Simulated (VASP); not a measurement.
Level of theory: vdW-DF2, VASP's PBE PAW potentials (set 64) (plane waves; VASP).

VASP ran on this input.

### POSCAR
```
BaF2
6.2865930
  0.0000000000   0.4999999605   0.4999999605
  0.4999999605   0.0000000000   0.4999999605
  0.4999999605   0.4999999605   0.0000000000
Ba F
1 2
Cart
  0.4999999605   0.0000000000   0.4999999605
  0.2499999803   0.2499999803   0.2499999803
  0.7499999408   0.7499999408   0.7499999408
```

**INCAR**
```
AGGAC  =  0.0
ALGO  =  Normal
EDIFF  =  1E-7
ENCUT  =  520
GGA  =  ML
ISIF  =  2
ISMEAR  =  0
LASPH  =  .TRUE.
LCHARG  =  .FALSE.
LMAXMIX  =  4
LREAL  =  .FALSE.
LUSE_VDW  =  .TRUE.
LWAVE  =  .FALSE.
NELM  =  100
PREC  =  Accurate
SIGMA  =  0.05
SYSTEM  =  BaF2
ZAB_VDW  =  -1.8867
```

File KPOINTS:
```
Automatic mesh
0
Gamma
6 6 6
0 0 0
```

POTCAR, in this order: Ba_sv F (PBE.64 set). Program: vasp_std.

Question: What will the output report for the number of irreducible k-points (NKPTS), largest plane-wave count, number of space-group operations, FFT grid (NGX, NGY, NGZ)?

Answer: 
```yaml
number of irreducible k-points (NKPTS): 16
largest_plane_wave_count: 1687
number_of_space_group_operations: 48
FFT grid (NGX, NGY, NGZ): 36 × 36 × 36
```

The compound is BaF2 in the fluorite structure. This cell is one point of a volume scan, at 0.97 of the reference volume.
